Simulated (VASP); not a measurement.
Computed with PBEsol GGA, VASP's PBE PAW potentials (set 64) (plane waves; VASP 6.6.1).

Input for VASP

File KPOINTS:
```
Automatic mesh
0
Gamma
12 12 4
0 0 0
```

POSCAR:
```
Al3Pt
1
   -0.0000000000     2.0751167882     2.0751167882
    2.0751167882     0.0000000000     2.0751167882
    7.5746096363     7.5746096363     0.7258575166
Pt Al
1 3
Direct
  0.0000000000   0.0000000000   0.0000000000
  0.0184033242   0.0184033242   0.2361975068
  0.0000000000   0.0000000000   0.5000000000
  0.9815966758   0.9815966758   0.7638024932
```

### INCAR
```
SYSTEM = Al3Pt
PREC = Accurate
ENCUT = 400
EDIFF = 1E-6
NELM = 100
ALGO = Normal
LREAL = .FALSE.
LASPH = .TRUE.
ISMEAR = 1
SIGMA = 0.1
GGA = PS
LMAXMIX = 6
LWAVE = .FALSE.
LCHARG = .FALSE.
IBRION = 2
ISIF = 3
NSW = 60
EDIFFG = -0.02
```

POTCAR, in this order: Pt Al (PBE.64 set). Program: vasp_std.

The run wrote:

File OSZICAR:
```
       N       E                     dE             d eps       ncg     rms          rms(c)
DAV:   1     0.402444893172E+02    0.40244E+02   -0.65504E+03  3538   0.962E+02
DAV:   2    -0.198385902913E+02   -0.60083E+02   -0.56410E+02  4111   0.168E+02
DAV:   3    -0.219377712405E+02   -0.20992E+01   -0.20589E+01  4355   0.294E+01
DAV:   4    -0.219575707464E+02   -0.19800E-01   -0.19726E-01  3854   0.319E+00
DAV:   5    -0.219578128910E+02   -0.24214E-03   -0.24211E-03  4369   0.359E-01    0.115E+01
DAV:   6    -0.216815558743E+02    0.27626E+00   -0.19397E+01  3810   0.319E+01    0.870E+00
DAV:   7    -0.209170140484E+02    0.76454E+00   -0.34394E+00  3737   0.168E+01    0.324E+00
DAV:   8    -0.208963296351E+02    0.20684E-01   -0.30993E-01  4174   0.393E+00    0.118E+00
DAV:   9    -0.208770356969E+02    0.19294E-01   -0.72913E-02  4014   0.241E+00    0.196E-01
DAV:  10    -0.208768750626E+02    0.16063E-03   -0.24269E-03  4049   0.387E-01    0.140E-01
DAV:  11    -0.208768257404E+02    0.49322E-04   -0.29517E-04  3919   0.148E-01    0.611E-02
DAV:  12    -0.208768240747E+02    0.16657E-05   -0.10232E-05  4109   0.312E-02    0.269E-02
DAV:  13    -0.208768236868E+02    0.38793E-06   -0.12008E-06  2292   0.761E-03
   1 F= -.20876824E+02 E0= -.20876735E+02  d E =-.208768E+02
       N       E                     dE             d eps       ncg     rms          rms(c)
DAV:   1    -0.208860793944E+02   -0.92553E-02   -0.27856E-01  3834   0.435E+00    0.452E-01
DAV:   2    -0.208815636805E+02    0.45157E-02   -0.10971E-02  3909   0.977E-01    0.221E-01
DAV:   3    -0.208805695685E+02    0.99411E-03   -0.36665E-03  4000   0.439E-01    0.872E-02
DAV:   4    -0.208802951303E+02    0.27444E-03   -0.99990E-04  3799   0.293E-01    0.377E-02
DAV:   5    -0.208802859343E+02    0.91960E-05   -0.54663E-05  3969   0.601E-02    0.148E-02
DAV:   6    -0.208802846241E+02    0.13102E-05   -0.40665E-06  3726   0.141E-02    0.548E-03
DAV:   7    -0.208802844412E+02    0.18290E-06   -0.27795E-07  1822   0.420E-03
   2 F= -.20880284E+02 E0= -.20880301E+02  d E =-.346075E-02
       N       E                     dE             d eps       ncg     rms          rms(c)
DAV:   1    -0.208815737101E+02   -0.12891E-02   -0.46984E-02  3824   0.179E+00    0.185E-01
DAV:   2    -0.208808100406E+02    0.76367E-03   -0.18914E-03  3934   0.404E-01    0.895E-02
DAV:   3    -0.208806388340E+02    0.17121E-03   -0.61965E-04  3975   0.181E-01    0.358E-02
DAV:   4    -0.208805924875E+02    0.46346E-04   -0.16345E-04  3754   0.118E-01    0.151E-02
DAV:   5    -0.208805906384E+02    0.18491E-05   -0.88589E-06  3994   0.240E-02    0.595E-03
DAV:   6    -0.208805902480E+02    0.39043E-06   -0.62764E-07  1822   0.587E-03
   3 F= -.20880590E+02 E0= -.20880626E+02  d E =-.376656E-02
       N       E                     dE             d eps       ncg     rms          rms(c)
DAV:   1    -0.208835778816E+02   -0.29872E-02   -0.49567E-02  3689   0.206E+00    0.338E-01
DAV:   2    -0.208817883818E+02    0.17895E-02   -0.36672E-02  3864   0.165E+00    0.246E-01
DAV:   3    -0.208805621323E+02    0.12262E-02   -0.58142E-03  3760   0.665E-01    0.569E-02
DAV:   4    -0.208805476163E+02    0.14516E-04   -0.24771E-04  3999   0.117E-01    0.245E-02
DAV:   5    -0.208805442676E+02    0.33487E-05   -0.30733E-05  3899   0.499E-02    0.925E-03
DAV:   6    -0.208805444193E+02   -0.15173E-06   -0.24452E-06  2364   0.140E-02
   4 F= -.20880544E+02 E0= -.20880591E+02  d E =0.458286E-04
       N       E                     dE             d eps       ncg     rms          rms(c)
DAV:   1    -0.208815790757E+02   -0.10348E-02   -0.14041E-02  3694   0.110E+00    0.178E-01
DAV:   2    -0.208810606993E+02    0.51838E-03   -0.99762E-03  3849   0.871E-01    0.129E-01
DAV:   3    -0.208807295396E+02    0.33116E-03   -0.15881E-03  3747   0.345E-01    0.309E-02
DAV:   4    -0.208807233209E+02    0.62187E-05   -0.60703E-05  3939   0.583E-02    0.133E-02
DAV:   5    -0.208807217445E+02    0.15764E-05   -0.74994E-06  3714   0.243E-02    0.514E-03
DAV:   6    -0.208807215767E+02    0.16787E-06   -0.92429E-07  1742   0.878E-03
   5 F= -.20880722E+02 E0= -.20880763E+02  d E =-.131329E-03
```

**OUTCAR**
```
------------------------ aborting loop because EDIFF is reached ----------------------------------------
  FORCE on cell =-STRESS in cart. coord.  units (eV):
  Direction    XX          YY          ZZ          XY          YZ          ZX
  --------------------------------------------------------------------------------------
  Total        0.0015460      0.0015460      0.0015460      0.0078705     -0.0078705     -0.0078705
  in kB        0.0396792      0.0396792      0.0396792      0.2020016     -0.2020016     -0.2020016
  external PRESSURE =       0.0396792 kB  Pullay stress =       0.0000000 kB
  volume of cell :       62.42
      direct lattice vectors                 reciprocal lattice vectors
    -0.000000000  2.088314896  2.088314896    -0.252766035  0.226088951  0.252766035
     2.088314896 -0.000000000  2.088314896     0.226088951 -0.252766035  0.252766035
     7.555814262  7.555814262  0.797445322     0.069860780  0.069860780 -0.069860780
 POSITION                                       TOTAL-FORCE (eV/Angst)
 -----------------------------------------------------------------------------------
      0.00000      0.00000      0.00000         0.000000      0.000000     -0.000000
      1.82319      1.82319      0.26513        -0.005588     -0.005588      0.005588
      3.77791      3.77791      0.39872         0.000000      0.000000     -0.000000
      7.82094      7.82094      4.70895         0.005588      0.005588     -0.005588
 -----------------------------------------------------------------------------------
    total drift:                                0.000000      0.000000     -0.000000
  FREE ENERGIE OF THE ION-ELECTRON SYSTEM (eV)
  ---------------------------------------------------
  free  energy   TOTEN  =       -20.8807215767 eV

  energy  without entropy=      -20.8808461046  energy(sigma->0) =      -20.88076309

 reached required accuracy - stopping structural energy minimisation
```
(Selected blocks of OUTCAR.)

### CONTCAR
```
Al3Pt
   1.00000000000000
    -0.0000000000001091    2.0883148961464371    2.0883148961466551
     2.0883148961464371   -0.0000000000001091    2.0883148961466551
     7.5558142623827589    7.5558142623827589    0.7974453223033041
  Pt              Al
     1     3
Direct
     0.0000000000000000    0.0000000000000000    0.0000000000000000
     0.0183773044139325    0.0183773044139325    0.2362170216395550
     0.0000000000000000    0.0000000000000000    0.5000000000000000
     0.9816226955860674    0.9816226955860674    0.7637829783604521
```

The structure was generated: Al3Pt was put into an ordered model structure (R-3m), which need not be its known phase. This run relaxes it. Symmetry was kept, so distortions that lower it aren't found. The start is the result of an earlier pass. The electron count is odd and the run is not spin-polarised, which forces a metal.
